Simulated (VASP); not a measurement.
# KSrMg6 (Amm2) in VASP: reference runs, part 3 of 3

VASP 6.6.1. The steps go on from the part before.

**8. Equation of state, PBE, 31.43 Å³/atom (volume scaled by 1.04)**

The input, INCAR:

```
SYSTEM = KSrMg6
ALGO     = Normal         ! electronic algorithm
EDIFF    = 1E-7           ! SCF threshold, eV
ENCUT    = 520            ! plane-wave cutoff, eV
GGA      = PE             ! functional
ISIF     = 2              ! what is computed and relaxed
ISMEAR   = -1             ! smearing method
LASPH    = .TRUE.         ! aspherical terms in the spheres
LCHARG   = .FALSE.        ! write CHGCAR
LREAL    = .FALSE.        ! projectors in reciprocal space
LWAVE    = .FALSE.        ! write WAVECAR
NBANDS   = 26             ! bands
NELM     = 100            ! most SCF steps
PREC     = Accurate       ! precision mode
SIGMA    = 0.05           ! smearing width, eV
```

The input, KPOINTS:

```
k-points
0
G
  5 5 5
  0 0 0
```

The input, POSCAR:

```
KSrMg6
1.0
    5.6394316630      0.0000000000      0.0000000000
    0.0000000000      3.5666898915      6.2511838966
    0.0000000000     -3.5666898915      6.2511838966
Sr K Mg
1 1 6
Direct
    0.5000000000      0.6611540000      0.6611540000
    0.0000000000      0.8395520000      0.8395520000
    0.5000000000      0.1653990000      0.1653990000
    0.5000000000      0.6618800000      0.1771420000
    0.5000000000      0.1771420000      0.6618800000
    0.0000000000      0.3331310000      0.3331310000
    0.0000000000      0.8381630000      0.3235770000
    0.0000000000      0.3235770000      0.8381630000
```

Potentials or basis: VASP PAW PBE potentials, release 64 (Sr_sv, K_sv, Mg).

Started as:

```bash
> cat potpaw_PBE.64/Sr_sv/POTCAR potpaw_PBE.64/K_sv/POTCAR potpaw_PBE.64/Mg/POTCAR > POTCAR
> mpirun -np 1 vasp_std > vasp.out
```

OUTCAR:

```text
SYSTEM = KSrMg6
   EDIFF = 1E-7
   ENCUT = 520
   GGA = PE
   ISIF = 2
   ISMEAR = -1
   LASPH = .TRUE.
   LREAL = .FALSE.
   NELM = 100
   PREC = Accurate

 Found     27 irreducible k-points:

 Following reciprocal coordinates:
            Coordinates               Weight
  0.000000  0.000000  0.000000      1.000000
  0.200000  0.000000  0.000000      2.000000
  0.400000  0.000000  0.000000      2.000000
  0.000000  0.200000 -0.000000      4.000000
  0.200000  0.200000 -0.000000      8.000000
  0.400000  0.200000 -0.000000      8.000000
   k-points           NKPTS =     27   k-points in BZ     NKDIM =     27   number of bands    NBANDS=     26
   number of dos      NEDOS =    301   number of ions     NIONS =      8
   total plane-waves  NPLWV = 122472
   dimension x,y,z NGX =    42 NGY =   54 NGZ =   54
   dimension x,y,z NGXF=    84 NGYF=  108 NGZF=  108
   ions per type =               1   1   6
   NGX,Y,Z   is equivalent  to a cutoff of  12.38, 12.47, 12.47 a.u.
   NGXF,Y,Z  is equivalent  to a cutoff of  24.76, 24.95, 24.95 a.u.
 SYSTEM =  KSrMg6
   PREC   = accura    normal or accurate (medium, high low for compatibility)
   ISTART =      0    job   : 0-new  1-cont  2-samecut
   ICHARG =      2    charge: 1-file 2-atom 10-const
   ISPIN  =      1    spin polarized calculation?
   LNONCOLLINEAR =      F non collinear calculations
   LSORBIT =      F    spin-orbit coupling
   LASPH  =      T    aspherical Exc in radial PAW
   ENCUT  =  520.0 eV  38.22 Ry    6.18 a.u.  10.49 13.38 13.38*2*pi/ulx,y,z
   NELM   =    100;   NELMIN=  2; NELMDL= -5     # of ELM steps
   EDIFF  = 0.1E-06   stopping-criterion for ELM
   LREAL  =      F    real-space projection
   EDIFFG = 0.1E-05   stopping-criterion for IOM
   NSW    =      0    number of steps for IOM
   IBRION =     -1    ionic relax: 0-MD 1-quasi-New 2-CG
   NFREE  =      0    steps in history (QN), initial steepest desc. (CG)
   ISIF   =      2    stress and relaxation
   ISYM   =      2    0-nonsym 1-usesym 2-fastsym
   POTIM  = 0.5000    time-step for ionic-motion
   TEBEG  =    0.0;   TEEND  =   0.0 temperature during run
   PSTRESS=    0.0 pullay stress
   NELECT =      31.0000    total number of electrons
   NUPDOWN=      -1.0000    fix difference up-down
   EMIN   =  10.00;   EMAX   =-10.00  energy-range for DOS
   EFERMI =   0.00;   METHOD = LEGACY
   ISMEAR =    -1;   SIGMA  =   0.05  broadening in eV -4-tet -1-fermi 0-gaus
   EFERMI_NEDOS =   21; number of points for ismear=-14 and -15
   IALGO  =     38    algorithm
   IMIX   =      4    mixing-type and parameters
     AMIX     =   0.40;   BMIX     =  1.00
     AMIX_MAG =   1.60;   BMIX_MAG =  1.00
  volume/ion in A,a.u.               =      31.43       212.13
  Fermi-wavevector in a.u.,A,eV,Ry     =   0.814763  1.539678  9.032065  0.663838
  Thomas-Fermi vector in A             =   1.924728
   LORBIT       =      0    0 simple, 1 ext, 2 COOP (PROOUT), +10 PAW based schemes
   GGA     = PE    functional components
   LHFCALC =     F    Hartree Fock is set to
   AEXX    =    0.0000 exact exchange contribution
   IVDW    =     0    specifies the selected vdW correction
   LEPSILON=     F    determine dielectric tensor
   LRPA    =     F    only Hartree local field effects (RPA)
 non-spin polarized calculation
  energy-cutoff  :      520.00
  volume of cell :      251.47
 maximum number of plane-waves:      6797
 NGX is ok and might be reduce to    42
   NGX = 21   NGY = 27   NGZ = 27

 number of electron      30.9999999 magnetization

 Free energy of the ion-electron system (eV)
  ---------------------------------------------------
  ext. energy  EPLUGINS =         0.00000000
  ---------------------------------------------------
  free energy    TOTEN  =       -10.32516879 eV

  energy without entropy =      -10.29045687  energy(sigma->0) =      -10.30781283

 E-fermi :   1.6460     XC(G=0):  -7.8566

 val. band max:        1.6366699408   @ k =   0.2000  -0.2000   0.2000
 cond. band min:       1.6569723692   @ k =   0.4000   0.2000  -0.0000
 fundamental gap:      0.0203024285
 Fermi energy:         1.6460179766

 k-point     1 :       0.0000    0.0000    0.0000
  band No.  band energies     occupation
      1     -34.3932      2.00000
      2     -29.4064      2.00000
      3     -16.4726      2.00000
      4     -16.4399      2.00000
      5     -16.3999      2.00000
      6     -12.9888      2.00000
[... 18 lines left out ...]
     25       4.6988      0.00000
     26       4.7915      0.00000

 k-point     2 :       0.2000    0.0000    0.0000
  band No.  band energies     occupation
      1     -34.3931      2.00000
      2     -29.4064      2.00000
      3     -16.4746      2.00000
      4     -16.4407      2.00000
      5     -16.3996      2.00000
      6     -12.9921      2.00000
[... 18 lines left out ...]
     25       5.1386      0.00000
     26       5.3479      0.00000

 k-point     3 :       0.4000    0.0000    0.0000
  band No.  band energies     occupation
      1     -34.3931      2.00000
      2     -29.4064      2.00000
      3     -16.4777      2.00000
      4     -16.4420      2.00000
      5     -16.3991      2.00000
      6     -12.9974      2.00000
[... 18 lines left out ...]
     25       5.6277      0.00000
     26       5.7512      0.00000

 k-point     4 :       0.0000    0.2000   -0.0000
  band No.  band energies     occupation
      1     -34.3932      2.00000
      2     -29.4064      2.00000
      3     -16.4726      2.00000
      4     -16.4400      2.00000
      5     -16.4001      2.00000
      6     -12.9888      2.00000
[... 18 lines left out ...]
     25       4.7352      0.00000
     26       5.0115      0.00000

 k-point     5 :       0.2000    0.2000   -0.0000
  band No.  band energies     occupation
      1     -34.3931      2.00000
      2     -29.4064      2.00000
      3     -16.4746      2.00000
      4     -16.4408      2.00000
      5     -16.3998      2.00000
      6     -12.9921      2.00000
[... 18 lines left out ...]
     25       4.8236      0.00000
     26       5.0369      0.00000

 k-point     6 :       0.4000    0.2000   -0.0000
  band No.  band energies     occupation
      1     -34.3930      2.00000
      2     -29.4064      2.00000
      3     -16.4777      2.00000
      4     -16.4421      2.00000
      5     -16.3993      2.00000
      6     -12.9973      2.00000
[... 18 lines left out ...]
     25       5.3298      0.00000
     26       5.6185      0.00000

 [... further k-points ...]
[... 5 lines left out ...]
  --------------------------------------------------------------------------------------
  -------------------------------------------------------------------------------------
  Total       -1.2028344     -1.0070953     -1.6349117      0.0000000      0.0000000      0.0000000
  in kB       -7.6634346     -6.4163520    -10.4162626      0.0000000      0.0000000      0.0000000
  external PRESSURE =      -8.1653497 kB  Pullay stress =       0.0000000 kB

 VOLUME and BASIS-vectors are now :
 -----------------------------------------------------------------------------
  energy-cutoff  :      520.00
  volume of cell :      251.47
      direct lattice vectors                 reciprocal lattice vectors
     5.639431663  0.000000000  0.000000000     0.177322833  0.000000000  0.000000000
     0.000000000  3.566689891  6.251183897     0.000000000  0.140186003  0.079984849
     0.000000000 -3.566689891  6.251183897     0.000000000 -0.140186003  0.079984849

 POSITION                                       TOTAL-FORCE (eV/Angst)
 -----------------------------------------------------------------------------------
      2.81972      0.00000      8.26599         0.000000     -0.000000     -0.059568
      0.00000      0.00000     10.49639         0.000000     -0.000000      0.056673
      2.81972      0.00000      2.06788         0.000000     -0.000000     -0.040193
      2.81972      1.72891      5.24488         0.000000     -0.121347      0.034411
      2.81972     -1.72891      5.24488         0.000000      0.121347      0.034411
      0.00000      0.00000      4.16493         0.000000     -0.000000     -0.002758
      0.00000      1.83537      7.26225         0.000000      0.081307     -0.011488
      0.00000     -1.83537      7.26225         0.000000     -0.081307     -0.011488
 -----------------------------------------------------------------------------------
    total drift:                                0.000000      0.000000      0.000129

  FREE ENERGIE OF THE ION-ELECTRON SYSTEM (eV)
  ---------------------------------------------------
  free  energy   TOTEN  =       -10.3251687876 eV

  energy  without entropy=      -10.2904568699  energy(sigma->0) =      -10.30781283
```

Run time: 2 min. Hardware: 1 thread of AMD EPYC 9R45 (Zen 5), shared host; peak memory 0.43 GiB.

Results:

```
Free energy            : -10.3252 eV
Pressure               : -0.8 GPa
Largest force          : 0.126 eV/Å
Band gap on the k mesh : none (metal or under the smearing width)
```

**9. Equation of state, PBE, 32.04 Å³/atom (volume scaled by 1.06)**

The input, INCAR:

```
SYSTEM = KSrMg6
PREC = Accurate
ENCUT = 520
EDIFF = 1E-7
ISMEAR = -1
SIGMA = 0.05
LREAL = .False.
LASPH = .True.
NELM = 100
ALGO = Normal
ISIF = 2
LWAVE = .False.
LCHARG = .False.
GGA = PE
NBANDS = 26
```

The input, KPOINTS:

```
regular mesh
0
Gamma
  5 5 5
  0 0 0
```

POSCAR, as its differences from that of step 8:

```diff
@@ -2,5 +2,5 @@
 1.0
-    5.6394316630      0.0000000000      0.0000000000
-    0.0000000000      3.5666898915      6.2511838966
-    0.0000000000     -3.5666898915      6.2511838966
+    5.6753525784      0.0000000000      0.0000000000
+    0.0000000000      3.5894082740      6.2910014280
+    0.0000000000     -3.5894082740      6.2910014280
 Sr K Mg
```

Potentials or basis: VASP PAW PBE potentials, release 64 (Sr_sv, K_sv, Mg).

Started as:

```bash
> cat potpaw_PBE.64/Sr_sv/POTCAR potpaw_PBE.64/K_sv/POTCAR potpaw_PBE.64/Mg/POTCAR > POTCAR
> mpirun -np 1 vasp_std > vasp.out
```

Run time: 2 min. Hardware: 1 thread of AMD EPYC 9R45 (Zen 5), shared host; peak memory 0.43 GiB.

The run converged. Its results:

```yaml
Free_energy: -10.2957 eV
Pressure: -1.1 GPa
Largest_force: 0.128 eV/Å
Band_gap_on_the_k_mesh: none (metal or under the smearing width)
```

**10. Equation of state, PBE**

Potentials or basis: VASP PAW PBE potentials, release 64 (Sr_sv, K_sv, Mg).

No new run: the results of the series are fitted here.

What came out:

| Item | Value |
| --- | --- |
| Equilibrium volume | 30.14 Å³/atom |
| Bulk modulus at fixed shape and positions | 21 GPa |
| Pressure derivative of the bulk modulus | 4.0 |

Energy against volume, from the lowest point:
| volume (Å³/atom) | energy (meV/atom) |
| --- | --- |
| 28.412 | 7.13 |
| 29.016 | 2.90 |
| 29.621 | 0.59 |
| 30.225 | 0.00 |
| 30.830 | 0.98 |
| 31.434 | 3.38 |
| 32.039 | 7.06 |

Caveat: the cell was scaled at fixed shape and fractional positions, which overstates the stiffness of a crystal with free parameters, most of all of layers and chains.

**11. Overview**

```csv
task,cell,gap on the mesh (eV),pressure (GPa),largest force (eV/Å)
single point,as given,none,-0.1,0.12
single point,"atoms moved at random, drawn with an rms of 0.05 Å",none,-0.1,0.27
equation of state,as given,-,-,-
```

Alike in all rows: level PBE; potentials or basis VASP PAW PBE potentials, release 64 (Sr_sv, K_sv, Mg); no spin polarisation; k mesh 5 × 5 × 5; cutoff (eV) 520; smearing fermi-dirac 0.05 eV.

Caveats: the cell was scaled at fixed shape and fractional positions, which overstates the stiffness of a crystal with free parameters, most of all of layers and chains (some runs).

Absolute energies hang on the potentials; compare differences alone.
